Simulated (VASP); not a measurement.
OSZICAR of a VASP run on TiC (rock salt):

File OSZICAR:
```
       N       E                     dE             d eps       ncg     rms          rms(c)
DAV:   1     0.121582258953E+03    0.12158E+03   -0.84308E+03  2496   0.158E+03
DAV:   2    -0.107839185766E+02   -0.13237E+03   -0.12603E+03  2588   0.382E+02
DAV:   3    -0.206176300112E+02   -0.98337E+01   -0.94858E+01  3232   0.983E+01
DAV:   4    -0.211160881915E+02   -0.49846E+00   -0.49755E+00  3328   0.211E+01
DAV:   5    -0.211322602596E+02   -0.16172E-01   -0.16171E-01  3276   0.343E+00    0.184E+01
DAV:   6    -0.162434557399E+02    0.48888E+01   -0.33846E+01  2996   0.706E+01    0.760E+00
DAV:   7    -0.154924454701E+02    0.75101E+00   -0.55262E+00  3164   0.298E+01    0.486E+00
DAV:   8    -0.154548404353E+02    0.37605E-01   -0.13086E-01  2656   0.461E+00    0.332E+00
DAV:   9    -0.154441609445E+02    0.10679E-01   -0.21150E-01  2856   0.591E+00    0.826E-01
DAV:  10    -0.154408513768E+02    0.33096E-02   -0.17702E-02  3572   0.184E+00    0.627E-01
DAV:  11    -0.154387828214E+02    0.20686E-02   -0.81942E-03  2740   0.142E+00    0.137E-01
DAV:  12    -0.154387816448E+02    0.11766E-05   -0.38830E-04  2912   0.246E-01    0.409E-02
DAV:  13    -0.154387682899E+02    0.13355E-04   -0.21873E-05  3072   0.457E-02    0.149E-02
DAV:  14    -0.154387650712E+02    0.32187E-05   -0.38096E-06  3232   0.248E-02    0.232E-03
DAV:  15    -0.154387649306E+02    0.14059E-06   -0.71581E-08  1580   0.362E-03    0.976E-04
DAV:  16    -0.154387649586E+02   -0.27933E-07   -0.77299E-08  1544   0.195E-03
   1 F= -.15438765E+02 E0= -.15438808E+02  d E =0.128530E-03
```

Question: Which electronic solver shows in the log?

Answer: It is blocked Davidson (ALGO = Normal, or the opening steps of other solvers). The INCAR had ALGO = Normal.

Question: Can the final energy be trusted as converged?

Answer: The run converged. It stopped with EDIFF = 1E-7, NELM = 100 (rev-vdW-DF2, plane waves, VASP's PBE PAW potentials (set 64)).

The compound is TiC in the rock salt structure. This cell is one point of a volume scan, at 1.03 of the reference volume.
